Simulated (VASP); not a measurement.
Here is the system:

```xyz
1
Lattice="0.0000 1.7600 1.7600 1.7600 0.0000 1.7600 1.7600 1.7600 0.0000" Properties=species:S:1:pos:R:3 pbc="T T T"
Ni     0.0000     0.0000     0.0000
```
Starting moments (μB, in the order of the record's atoms Ni): 0.8.

The numbers are results of PBEsol GGA, VASP's PBE PAW potentials (set 64) (plane waves; VASP), not measurements. Numerical set-up: 400 eV cut-off, 16×16×16 Γ-centred mesh, first-order Methfessel-Paxton smearing of 0.10 eV, potentials Ni.

Energy and stress use the plane-wave basis of the starting cell.

Q: The ions, cell shape and volume are relaxed. What does this cell relax into?

A: 
```xyz
1
Lattice="0.0000 1.7294 1.7294 1.7294 0.0000 1.7294 1.7294 1.7294 0.0000" Properties=species:S:1:pos:R:3 pbc="T T T"
Ni     0.0000     0.0000     0.0000
```
Space group Fm-3m (225), at a tolerance of 0.03 Å. The cell ends with 0.59 μB, on the sites 0.59 μB.

Q: How do energy and volume change from the first to the last step?

A: The energy (σ→0) changes by -20.1 meV/atom and the volume by -5.1 %, in 3 ionic steps.

The compound is Ni in the fcc structure. This run relaxes it. Symmetry was kept, so distortions that lower it aren't found.
